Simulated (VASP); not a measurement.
OSZICAR of a VASP run on Co (space group P6/mmm):

OSZICAR:
```
       N       E                     dE             d eps       ncg     rms          rms(c)
DAV:   1     0.116734072317E+03    0.11673E+03   -0.84266E+03  4456   0.107E+03
DAV:   2    -0.187609358333E+02   -0.13550E+03   -0.12638E+03  4242   0.243E+02
DAV:   3    -0.230868740807E+02   -0.43259E+01   -0.42360E+01  4788   0.600E+01
DAV:   4    -0.231529946005E+02   -0.66121E-01   -0.66099E-01  5974   0.595E+00
DAV:   5    -0.231538592865E+02   -0.86469E-03   -0.86466E-03  4916   0.623E-01    0.192E+01
DAV:   6    -0.217990102662E+02    0.13548E+01   -0.19607E+01  4710   0.706E+01    0.127E+01
DAV:   7    -0.268602517971E+02   -0.50612E+01   -0.31089E+01  4910   0.106E+02    0.376E+01
DAV:   8    -0.208804994574E+02    0.59798E+01   -0.25912E+01  5188   0.490E+01    0.450E+00
DAV:   9    -0.209166473760E+02   -0.36148E-01   -0.46057E-01  4582   0.727E+00    0.266E+00
DAV:  10    -0.209284683186E+02   -0.11821E-01   -0.44474E-02  5410   0.262E+00    0.144E+00
DAV:  11    -0.209332230055E+02   -0.47547E-02   -0.58396E-02  6092   0.321E+00    0.865E-01
DAV:  12    -0.209313423585E+02    0.18806E-02   -0.91584E-03  6092   0.129E+00    0.386E-01
DAV:  13    -0.209314320204E+02   -0.89662E-04   -0.21201E-03  6044   0.406E-01    0.185E-01
DAV:  14    -0.209316161540E+02   -0.18413E-03   -0.41010E-04  6020   0.377E-01    0.554E-02
DAV:  15    -0.209316385541E+02   -0.22400E-04   -0.59351E-05  5372   0.146E-01    0.115E-02
DAV:  16    -0.209316404314E+02   -0.18773E-05   -0.96329E-06  3678   0.263E-02    0.735E-03
DAV:  17    -0.209316402073E+02    0.22415E-06   -0.75076E-07  2280   0.107E-02
   1 F= -.20931640E+02 E0= -.20890333E+02  d E =-.826139E-01  mag=     4.9474
```

Task: Which electronic solver shows in the log?

Result: It is blocked Davidson (ALGO = Normal, or the opening steps of other solvers). The INCAR had ALGO = Normal.

Task: How was spin treated?

Result: Collinear spin (ISPIN = 2): the summary line carries one mag value, 4.95 μB in the cell.

Task: Can the final energy be trusted as converged?

Result: The run converged. It stopped with EDIFF = 1E-6, NELM = 100 (PBE GGA, plane waves, VASP's PBE PAW potentials (set 64)).

The structure was generated: Co was put into an ordered model structure, which need not be its known phase. The cell was not relaxed at this level.
